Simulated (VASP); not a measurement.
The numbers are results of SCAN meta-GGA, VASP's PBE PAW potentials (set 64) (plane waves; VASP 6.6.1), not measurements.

Input for VASP

**KPOINTS**
```
Automatic mesh
0
Gamma
8 8 8
0 0 0
```

INCAR:
```
LMIXTAU = .TRUE.
ISIF = 2
ISMEAR = 0
LCHARG = .FALSE.
EDIFF = 1E-7   # SCF stop (eV)
PREC = Accurate
LASPH = .TRUE.
SYSTEM = ZnSe
LMAXMIX = 4   # l cut-off of mixed one-centre charges
LREAL = .FALSE.
NELM = 100   # most electronic steps
METAGGA = SCAN
LWAVE = .FALSE.
ALGO = Normal   # blocked Davidson
SIGMA = 0.05   # width (eV)
ENCUT = 520   # plane-wave cut-off (eV)
```

### POSCAR
```
ZnSe
1
    0.0000000000     2.8774823712     2.8774823712
    2.8774823712     0.0000000000     2.8774823712
    2.8774823712     2.8774823712     0.0000000000
Zn Se
1 1
Direct
  0.0000000000   0.0000000000   0.0000000000
  0.2500000000   0.2500000000   0.2500000000
```

POTCAR, in this order: Zn Se (PBE.64 set). Program: vasp_std.

Output

**OUTCAR**
```
 ion  position               nearest neighbor table
   1  0.000  0.000  0.000-   2 2.49   2 2.49   2 2.49   2 2.49
   2  0.250  0.250  0.250-   1 2.49   1 2.49   1 2.49   1 2.49
  LATTYP: Found a face centered cubic cell.
 ALAT       =     5.7549647424
 Subroutine PRICEL returns:
 Original cell was already a primitive cell.
 Subroutine GETGRP returns: Found 24 space group operations
The static configuration has the point symmetry T_d .
The dynamic configuration has the point symmetry T_d .
 Subroutine INISYM returns: Found 24 space group operations
 Subroutine IBZKPT returns following result:
 Found     29 irreducible k-points:

 Following reciprocal coordinates:
            Coordinates               Weight
  0.000000  0.000000  0.000000      1.000000
  0.125000  0.000000  0.000000      8.000000
  0.250000  0.000000  0.000000      8.000000
  0.375000  0.000000  0.000000      8.000000
  0.500000  0.000000  0.000000      4.000000
  0.125000  0.125000  0.000000      6.000000
  0.250000  0.125000  0.000000     24.000000
  0.375000  0.125000  0.000000     24.000000
  0.500000  0.125000  0.000000     24.000000
 -0.375000  0.125000  0.000000     24.000000
 -0.250000  0.125000  0.000000     24.000000
 -0.125000  0.125000  0.000000     12.000000
  0.250000  0.250000  0.000000      6.000000
  0.375000  0.250000  0.000000     24.000000
  0.500000  0.250000  0.000000     24.000000
 -0.375000  0.250000  0.000000     24.000000
 -0.250000  0.250000  0.000000     12.000000
  0.375000  0.375000  0.000000      6.000000
  0.500000  0.375000  0.000000     24.000000
 -0.375000  0.375000  0.000000     12.000000
  0.500000  0.500000  0.000000      3.000000
  0.375000  0.250000  0.125000     24.000000
  0.500000  0.250000  0.125000     48.000000
 -0.375000  0.250000  0.125000     24.000000
...
```

OSZICAR:
```
       N       E                     dE             d eps       ncg     rms          rms(c)
DAV:   1     0.580832925882E+02    0.58083E+02   -0.91346E+03   754   0.160E+03
DAV:   2    -0.314475505070E+02   -0.89531E+02   -0.85340E+02   799   0.282E+02
DAV:   3    -0.377857720283E+02   -0.63382E+01   -0.63060E+01   949   0.743E+01
DAV:   4    -0.378473047832E+02   -0.61533E-01   -0.61517E-01   794   0.783E+00
DAV:   5    -0.378476048859E+02   -0.30010E-03   -0.30010E-03   909   0.524E-01    0.457E+00
DAV:   6    -0.348914775207E+02    0.29561E+01   -0.15885E+00   877   0.394E+01    0.436E+00
DAV:   7    -0.350472473319E+02   -0.15577E+00   -0.57453E-01   754   0.145E+01    0.197E+00
DAV:   8    -0.350493136989E+02   -0.20664E-02   -0.19837E-01   754   0.546E+00    0.604E-01
DAV:   9    -0.350147102842E+02    0.34603E-01   -0.19068E-01   754   0.477E+00    0.268E-01
DAV:  10    -0.351097787475E+02   -0.95068E-01   -0.69094E-02   754   0.336E+00    0.885E-02
DAV:  11    -0.351100171844E+02   -0.23844E-03   -0.15701E-03   884   0.535E-01    0.605E-02
DAV:  12    -0.351103669798E+02   -0.34980E-03   -0.12972E-03   759   0.573E-01    0.471E-02
DAV:  13    -0.351106767592E+02   -0.30978E-03   -0.83659E-04   754   0.434E-01    0.806E-03
DAV:  14    -0.351106940692E+02   -0.17310E-04   -0.60504E-05   819   0.121E-01    0.511E-03
DAV:  15    -0.351107028301E+02   -0.87609E-05   -0.90493E-06   799   0.441E-02    0.333E-03
DAV:  16    -0.351107021721E+02    0.65800E-06   -0.16087E-05   754   0.671E-02    0.104E-03
DAV:  17    -0.351107018156E+02    0.35658E-06   -0.74748E-07   784   0.134E-02    0.863E-04
DAV:  18    -0.351107013596E+02    0.45596E-06   -0.22197E-08   607   0.359E-03    0.565E-04
DAV:  19    -0.351107012004E+02    0.15915E-06   -0.11173E-07   566   0.627E-03    0.266E-04
DAV:  20    -0.351107009955E+02    0.20493E-06   -0.26061E-08   402   0.257E-03    0.345E-04
DAV:  21    -0.351107011100E+02   -0.11452E-06   -0.39574E-09   392   0.935E-04    0.106E-04
DAV:  22    -0.351107011115E+02   -0.14898E-08   -0.11201E-09   392   0.466E-04
   1 F= -.35110701E+02 E0= -.35110701E+02  d E =-.314618E-11
```

OUTCAR:
```
------------------------ aborting loop because EDIFF is reached ----------------------------------------
  FORCE on cell =-STRESS in cart. coord.  units (eV):
  Direction    XX          YY          ZZ          XY          YZ          ZX
  --------------------------------------------------------------------------------------
  Total       -0.9613968     -0.9613968     -0.9613968      0.0000000      0.0000000      0.0000000
  in kB      -32.3254995    -32.3254995    -32.3254995      0.0000000      0.0000000      0.0000000
  external PRESSURE =     -32.3254995 kB  Pullay stress =       0.0000000 kB
  volume of cell :       47.65
      direct lattice vectors                 reciprocal lattice vectors
     0.000000000  2.877482371  2.877482371    -0.173763011  0.173763011  0.173763011
     2.877482371  0.000000000  2.877482371     0.173763011 -0.173763011  0.173763011
     2.877482371  2.877482371  0.000000000     0.173763011  0.173763011 -0.173763011
  FREE ENERGIE OF THE ION-ELECTRON SYSTEM (eV)
  ---------------------------------------------------
  free  energy   TOTEN  =       -35.1107011115 eV

  energy  without entropy=      -35.1107011115  energy(sigma->0) =      -35.11070111
```
(Selected blocks of OUTCAR.)

The compound is ZnSe in the zinc blende structure. This cell is one point of a volume scan, at 1.06 of the reference volume.
